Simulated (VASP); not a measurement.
# O on Ag(111): which site?, part 3 of 3

Aim: adsorption energies of O on the high-symmetry sites of Ag(111), at a coverage of 1/4.

VASP 6.6.1, plane waves and PAW; the level of theory is named at each step.

So far. Step 10 (Potential and states with the adsorbate, site fcc …): The vacuum level lies 5.59 eV above the Fermi level at the upper face; the two faces differ by 1.10 eV, the step that the slab's dipole of 0.181 e·Å makes.

### Step 11. Relaxing the adsorbate, site hcp, largest residual force so far 0.071 (continued)

Step by step (22 of 26):

```
step  energy less that of the first step (eV)  largest force (eV/Å)
   1                                   0.0000                1.6310
   2                                  -0.1707                0.2126
   3                                  -0.1721                0.1809
   5                                  -0.1764                0.1350
   6                                  -0.1800                0.0902
   7                                  -0.1832                0.0956
   8                                  -0.1851                0.0643
   9                                  -0.1885                0.0896
  11                                  -0.1891                0.1210
  12                                  -0.1906                0.0644
  13                                  -0.1909                0.0486
  14                                  -0.1912                0.0849
  15                                  -0.1911                0.0665
  16                                  -0.1911                0.0743
  18                                  -0.1928                0.0560
  19                                  -0.1929                0.0705
  20                                  -0.1929                0.0525
  21                                  -0.1929                0.0689
  22                                  -0.1929                0.0548
  24                                  -0.1933                0.0327
  25                                  -0.1934                0.0372
  26                                  -0.1937                0.0190
```

The atoms that moved most (Å):

```csv
atom,dx,dy,dz,length
O13,0.000,0.000,0.117,0.117
Ag12,0.059,0.034,0.059,0.090
Ag11,-0.059,0.034,0.059,0.090
Ag10,0.000,-0.068,0.059,0.090
Ag9,0.000,0.000,-0.040,0.040
Ag7,-0.008,-0.004,0.017,0.019
Ag8,0.008,-0.004,0.017,0.019
Ag5,0.000,0.009,0.017,0.019
```

Final coordinates:

```cif
data_structure
_symmetry_space_group_name_H-M 'P 1'
_symmetry_Int_Tables_number 1
_cell_length_a 5.8625
_cell_length_b 5.8625
_cell_length_c 19.7867
_cell_angle_alpha 90.000
_cell_angle_beta 90.000
_cell_angle_gamma 60.000
_cell_volume 588.93
loop_
_atom_site_label
_atom_site_type_symbol
_atom_site_fract_x
_atom_site_fract_y
_atom_site_fract_z
_atom_site_occupancy
Ag1 Ag 0.16667 0.16667 0.37904 1
Ag2 Ag 0.66667 0.16667 0.37904 1
Ag3 Ag 0.16667 0.66667 0.37904 1
Ag4 Ag 0.66667 0.66667 0.37904 1
Ag5 Ag 0.83248 0.33505 0.49940 1
Ag6 Ag 0.33333 0.33333 0.49839 1
Ag7 Ag 0.83248 0.83248 0.49940 1
Ag8 Ag 0.33505 0.83248 0.49940 1
Ag9 Ag 0.00000 0.00000 0.61611 1
Ag10 Ag 0.50672 0.98656 0.62114 1
Ag11 Ag 0.98656 0.50672 0.62114 1
Ag12 Ag 0.50672 0.50672 0.62114 1
O13 O 0.33333 0.33333 0.68219 1
```

The run ended after 26 ionic steps, 0.194 eV below its first step, once the forces on the free atoms met EDIFFG = -0.03.

### Step 12. Potential and states with the adsorbate, site hcp, largest residual force so far 0.071

INCAR reads:

```
SYSTEM = Ag12O
PREC = Normal
ENCUT = 440
EDIFF = 1E-06
NELM = 120
ISMEAR = 1
SIGMA = 0.15
LREAL = Auto
ALGO = Fast
GGA = PE
NBANDS = 85
LASPH = .TRUE.
LORBIT = 11
LWAVE = .FALSE.
LCHARG = .FALSE.
KPAR = 4
IDIPOL = 3
LDIPOL = .TRUE.
DIPOL = 0.5 0.5 0.513
LVHAR = .TRUE.
LVACPOTAV = .TRUE.
NEDOS = 1500
```

POSCAR reads:

```
Ag12O
1.0
    5.8624623566      0.0000000000      0.0000000000
    2.9312311783      5.0770413295      0.0000000000
    0.0000000000      0.0000000000     19.7866804700
Ag O
12 1
Selective dynamics
Direct
    0.1666666700      0.1666666700      0.3790428600  F F F
    0.6666666700      0.1666666700      0.3790428600  F F F
    0.1666666700      0.6666666700      0.3790428600  F F F
    0.6666666700      0.6666666700      0.3790428600  F F F
    0.8324770428      0.3350459044      0.4994021709  T T T
    0.3333333300      0.3333333300      0.4983886147  T T T
    0.8324770428      0.8324770428      0.4994021709  T T T
    0.3350459044      0.8324770428      0.4994021709  T T T
    0.0000000000      0.0000000000      0.6161099208  T T T
    0.5067203300      0.9865593400      0.6211428583  T T T
    0.9865593400      0.5067203300      0.6211428583  T T T
    0.5067203300      0.5067203300      0.6211428583  T T T
    0.3333333300      0.3333333300      0.6821850580  T T T
```

KPOINTS reads:

```
Automatic mesh
0
Gamma
6 6 1
0 0 0
```

Potentials, in the order of the species: Ag and O (PBE family, release 64).

Run with:

```bash
> mpirun -np 4 vasp_std
```

Elapsed: 82 s, on 4 MPI ranks of AMD EPYC 7R43, shared host; peak memory 1.5 GiB.

The map of layer states is cut here 0.5 eV above the Fermi level, so it leaves out the states above that.

At the end the adsorbate's closest contact with the slab is O-Ag at 2.14 Å, 1.76 Å to the side of the slab's atom, and its lowest atom lies 1.21 Å above the highest atom of the slab.

The vacuum level lies 5.67 eV above the Fermi level at the upper face; the two faces differ by 1.18 eV, the step that the slab's dipole of 0.194 e·Å makes.

VASP counts the dipole in electrons times Å, so a positive number points the physical dipole along −c.

The program found no field-free point at its default tolerance, but its printed level agrees with the flat part of the planar average.

On this mesh the fine structure of the density of states is sampling noise, and high empty states may be cut by the number of bands.

### Step 13. The sites side by side

This step: adsorption sites, PBE; plane waves and PAW (VASP 6.6.1).

This step runs nothing: it gathers the runs above.

The site's symmetry is kept, so a site may be a saddle point. All sites:

```
  site  adsorption energy (eV)  height over the top layer (Å)  shortest distance to the metal (Å)  bond in the molecule (Å)  change of the work function (eV)  sideways move (Å)
 ontop                   1.115                          1.819                               1.948                         -                             2.105                  0
bridge                 -0.4964                          1.218                               2.125                         -                             1.132               0.72
   fcc                 -0.5053                          1.204                               2.122                         -                             1.105                  0
   hcp                 -0.3907                          1.233                               2.135                         -                             1.182                  0
```

Each adsorption energy is the energy with the adsorbate less the clean slab (-29.742 eV) and the reference (-4.928 eV, half of O2).

### Step 14. Summary of results

```json
{"ontop start": "1.12 eV", "bridge start, slid off": "-0.50 eV", "fcc start": "-0.51 eV", "hcp start": "-0.39 eV"}
```

**Reading.** Among the starts that kept their site, O is lowest at the fcc site of Ag(111), at -0.51 eV against half of O2; hcp lies 0.11 eV higher and ontop lies 1.62 eV higher. The bridge start slid 0.72 Å sideways and ended at -0.50 eV, so that site is no minimum and its row belongs to another place. At that site the work function rises by 1.11 eV from 4.49 eV. The clean slab ran with reciprocal-space projectors and the cells with the adsorbate with LREAL = Auto, which leaves a small offset in these differences. Symmetry was kept, so any start that stayed on its site may sit on a saddle point. The slab is thin, and zero-point and thermal parts are left out. A relaxation stopped short of its threshold, at a residual force of 0.07 eV/Å, so the energy of that state, where it is used, is an upper bound.

[Lines on the potential files, build, host, timing and source positions are cut from VASP's logs without a mark.]

[Logs are printed without paths, hosts, clocks, repeated set-up lines and the standing remarks that a program may print on its own settings, such as how far it seeks lower states.]

[Hosts, paths, dates, database ids (printed as entryN), source tags and the programs' standing remarks are cut or masked in the printed files.]

[Runs that stopped without an error message from VASP are left out.]
